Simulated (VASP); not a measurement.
An input for Quantum ESPRESSO's pw.x (written as the equivalent of a VASP run, and not itself run):

```
&CONTROL
  calculation = 'scf'
  pseudo_dir = './pseudo'
  outdir = './out'
  tprnfor = .true.
  tstress = .true.
/
&SYSTEM
  ibrav = 0
  nat = 1
  ntyp = 1
  ecutwfc = 76
  occupations = 'smearing'
  smearing = 'methfessel-paxton'
  degauss = 0.00735
  input_dft = 'vdw-df2'
/
&ELECTRONS
  conv_thr = 7.3e-09
  electron_maxstep = 100
/
ATOMIC_SPECIES
  Au 196.967 Au.upf
CELL_PARAMETERS angstrom
     0.0000000    2.1901686    2.1901686
     2.1901686    0.0000000    2.1901686
     2.1901686    2.1901686    0.0000000
ATOMIC_POSITIONS crystal
  Au   0.0000000  0.0000000  0.0000000
K_POINTS automatic
  14 14 14 0 0 0
```

Question: Translate this input to VASP (INCAR, KPOINTS, POSCAR, choice of POTCAR).

Answer: This is not unique; one that fits is 
**KPOINTS**
```
Automatic mesh
0
Gamma
14 14 14
0 0 0
```

### INCAR
```
SYSTEM = Au
PREC = Accurate
ENCUT = 520
EDIFF = 1E-7
NELM = 100
ALGO = Normal
LREAL = .FALSE.
LASPH = .TRUE.
ISMEAR = 1
SIGMA = 0.1
GGA = ML
ZAB_VDW = -1.8867
LUSE_VDW = .TRUE.
AGGAC = 0.0
LMAXMIX = 6
LWAVE = .FALSE.
LCHARG = .FALSE.
ISIF = 2
```

### POSCAR
```
Au
1
    0.0000000000     2.1901686292     2.1901686292
    2.1901686292     0.0000000000     2.1901686292
    2.1901686292     2.1901686292     0.0000000000
Au
1
Direct
  0.0000000000   0.0000000000   0.0000000000
```

POTCAR, in this order: Au (PBE.64 set). Program: vasp_std.

Limits of the translation: the potentials are each code's own (VASP's PAW set, PseudoDojo norm-conserving files in pw.x), so ENCUT and ecutwfc are chosen apart and not converted; conv_thr bounds pw.x's estimated SCF error, while EDIFF bounds the energy change between steps.

The compound is Au in the fcc structure. This cell is one point of a volume scan, at 1.03 of the reference volume.
